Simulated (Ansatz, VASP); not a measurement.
## Two plane-wave programs on LuBe4

```
Lu Be
1.0
    -2.99400    2.99400    2.99400
     2.99400   -2.99400    2.99400
     2.99400    2.99400   -2.99400
Lu Be
1 4
Direct
  0.00000 0.00000 0.00000
  0.00000 0.00000 0.50000
  0.50000 0.00000 0.00000
  0.50000 0.50000 0.50000
  0.00000 0.50000 0.00000
```

Change from the starting cell: species swapped into the NiHg4 type (Im-3m, No. 229).

Alike in both runs: functional PBE; k mesh 10 × 10 × 10; occupations gaussian, width 0.1 eV; no spin polarisation.

Ansatz relaxed the structure, and its values are those at the end. VASP's run is a single point on that final structure, the one shown.

|  | VASP | Ansatz |
| --- | --- | --- |
| version | VASP 6.6.1 | Ansatz 0.2.0 |
| potentials or method | VASP PAW PBE potentials, release 64 (Lu, Be) | scalar-relativistic, plane waves, PAW |
| plane-wave cutoff (eV) | 520 | 420 |
| valence electrons in the cell | 33 | 33 |

|  | VASP | Ansatz | Ansatz less VASP |
| --- | --- | --- | --- |
| gap on the k mesh at the Fermi level (eV) | none | none | - |
| pressure (GPa) | 0.1 | 0.0 | -0.09 |

A gap of «none» marks a metal or a gap that the smearing closes. The functional is the same, so the differences come from potentials, cutoffs and numerics.

Spin-orbit coupling is left out, which matters for the levels of Lu.
